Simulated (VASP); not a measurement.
An input for Ansatz (written as the equivalent of a VASP run, and not itself run):

Ansatz 0.2 input:
```yaml
crystal:
  lattice:
    - [3.4258403, 0.0000000, 0.0000000]
    - [-1.7129201, 2.9668644, 0.0000000]
    - [0.0000000, 0.0000000, 5.3804246]
  atoms:
    - { symbol: Ru, position: [0.0000000, 0.0000000, 0.0000000] }
    - { symbol: Ru, position: [0.0000000, 0.0000000, 0.5000000] }
    - { symbol: P, position: [0.3333330, 0.6666670, 0.2500000] }
    - { symbol: P, position: [0.6666670, 0.3333330, 0.7500000] }
kpoints:
  mp_grid: { grid: [12, 12, 7] }
hamiltonian:
  xc: lda
  pseudopotentials: { kind: paw }
scf:
  occupations: { method: tetrahedron }
  max_iter: 100
output: { forces: true, stress: true, eigenvalues: true }
```

**Question.** Translate this input to VASP (INCAR, KPOINTS, POSCAR, choice of POTCAR).

**Answer.** Several could match; the one computed here: 
### POSCAR
```
RuP
1
    3.4258402843     0.0000000000     0.0000000000
   -1.7129201421     2.9668644283     0.0000000000
   -0.0000000000    -0.0000000000     5.3804245940
Ru P
2 2
Direct
  0.0000000000   0.0000000000   0.0000000000
  0.0000000000   0.0000000000   0.5000000000
  0.3333330000   0.6666670000   0.2500000000
  0.6666670000   0.3333330000   0.7500000000
```

KPOINTS:
```
Automatic
0
G
 12 12 7
0 0 0
```

INCAR:
```
# general
SYSTEM  = RuP
PREC    = Accurate
ENCUT   = 400   # plane-wave cut-off (eV)
LREAL   = F   # projection in real space or not
LASPH   = T   # aspherical one-centre terms

# electronic loop
EDIFF   = 1E-7   # SCF stop (eV)
NELM    = 100   # most electronic steps
ALGO    = Normal   # blocked Davidson
LMAXMIX = 4   # l cut-off of mixed one-centre charges

# smearing
ISMEAR  = -5   # tetrahedra, Bloechl

# ions
ISIF    = 2   # forces and stress, cell fixed

# output
LWAVE   = F
LCHARG  = T
LORBIT  = 11   # lm-projected
NEDOS   = 601   # DOS grid

# other
LEFG    = T
```

POTCAR, in this order: Ru_pv P (LDA.64 set). Program: vasp_std.

Limits of the translation: each code has its own PAW files, so the cut-off isn't converted (ENCUT is set for VASP's; basis.ecutwfc is left out, and Ansatz then takes the one that its files recommend); Ansatz stops its SCF on the density residual and VASP on the energy change (EDIFF); Ansatz's lda is the Perdew-Wang form, while the LDA potentials of VASP carry Perdew-Zunger's; the field gradients of LEFG aren't asked of the other code.

The structure was generated: RuP was put into the NiAs type type (P6_3/mmc), which need not be its known phase. It was relaxed first, which changed the volume by -31 %.
